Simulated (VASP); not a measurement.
**MnCdS3: single point with PBE**

Crystal: MnCdS3.

```
Mn Cd S
1.0
     4.60661    0.00000    0.00000
     0.00000    4.60661    0.00000
     0.00000    0.00000    4.60661
Mn Cd S
1 1 3
Direct
  0.50000 0.50000 0.50000
  0.00000 0.00000 0.00000
  0.00000 0.50000 0.50000
  0.50000 0.00000 0.50000
  0.50000 0.50000 0.00000
```

The cell was built by a generator and needn't be a form met in nature.

The cell isn't the ideal one: species swapped into the NdBPd3 type (Pm-3m, No. 221).

```
Program             : VASP 6.6.1
Task                : single point
Functional          : PBE
Potentials or basis : VASP PAW PBE potentials, release 64 (Mn_pv, Cd, S)
Cutoff              : 520 eV
k mesh              : 8 × 8 × 8
Occupations         : gaussian, width 0.1 eV
Spin                : collinear spin, typed start
Starting moments    : [3.34, 0.0, 0.0, 0.0, 0.0] μB
```

```json
{
  "Pressure": "0.0 GPa",
  "Band gap on the k mesh": "none (metal or under the smearing width)",
  "Net moment": "3.40 μB per cell",
  "Site moments": "Mn +3.03; Cd +0.01; S +0.04 μB",
  "Valence electrons inside the program's atomic spheres": "Mn 11.66; Cd 10.08; S 3.67"
}
```

Levels at points of the mesh, in eV from the Fermi level:
Spin up:
```csv
k point,band 20,band 21,band 22,band 23,band 24,band 25,band 26,band 27
"(0.00, 0.00, 0.00)",-1.27,-1.18,-1.18,-1.18,-0.48,-0.48,-0.48,4.78
"(0.50, 0.00, 0.00)",-1.56,-0.72,-0.72,-0.54,-0.54,0.23,1.84,3.62
"(0.50, 0.50, 0.00)",-1.79,-0.82,-0.46,-0.46,0.40,1.60,3.30,3.93
"(0.50, 0.50, 0.50)",-1.35,-1.35,0.38,0.38,0.38,3.35,3.35,6.74
```
Spin down:
| k point | band 16 | band 17 | band 18 | band 19 | band 20 | band 21 | band 22 | band 23 | band 24 | band 25 |
| --- | --- | --- | --- | --- | --- | --- | --- | --- | --- | --- |
| (0.00, 0.00, 0.00) | -1.01 | -1.01 | -1.01 | -0.43 | -0.43 | -0.43 | 0.01 | 0.01 | 0.01 | 0.71 |
| (0.50, 0.00, 0.00) | -2.80 | -2.80 | -1.44 | -0.43 | -0.43 | 0.03 | 0.72 | 1.59 | 1.59 | 1.83 |
| (0.50, 0.50, 0.00) | -2.43 | -2.43 | -2.30 | -2.30 | 0.47 | 0.60 | 1.23 | 1.68 | 1.68 | 2.41 |
| (0.50, 0.50, 0.50) | -3.67 | -3.67 | -1.44 | 0.57 | 0.57 | 0.57 | 1.51 | 1.51 | 1.51 | 4.75 |

Wall time 3.3 min on 1 thread of Intel(R) Xeon(R) Platinum 8488C (Sapphire Rapids), on a shared host, peak memory 0.36 GiB.

Caveat: a cell with one magnetic atom can't hold antiferromagnetic order, which such compounds often take; semilocal functionals often make such compounds metallic where correlation or magnetic order opens a gap, which also shifts bond lengths.
